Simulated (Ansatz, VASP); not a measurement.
# Be2Sn in VASP and in Ansatz

```
Sn Be
1.0
     0.00000    2.90157    2.90157
     2.90157    0.00000    2.90157
     2.90157    2.90157    0.00000
Sn Be
1 2
Direct
  0.00000 0.00000 0.00000
  0.25000 0.25000 0.25000
  0.75000 0.75000 0.75000
```

The cell was built by a generator and needn't be a form met in nature.

Alike in both runs: task single point; functional PBE; k mesh 6 × 6 × 6; occupations fermi-dirac, width 0.02 eV; no spin polarisation.

```csv
,VASP,Ansatz
version,VASP 6.6.1,Ansatz 0.2.0
potentials or method,"VASP PAW PBE potentials, release 64 (Sn_d, Be)","plane waves, PAW"
plane-wave cutoff (eV),520,420
valence electrons in the cell,18,18
```

|  | VASP | Ansatz | Ansatz less VASP |
| --- | --- | --- | --- |
| pressure (GPa) | 0.3 | 0.3 | +0.03 |
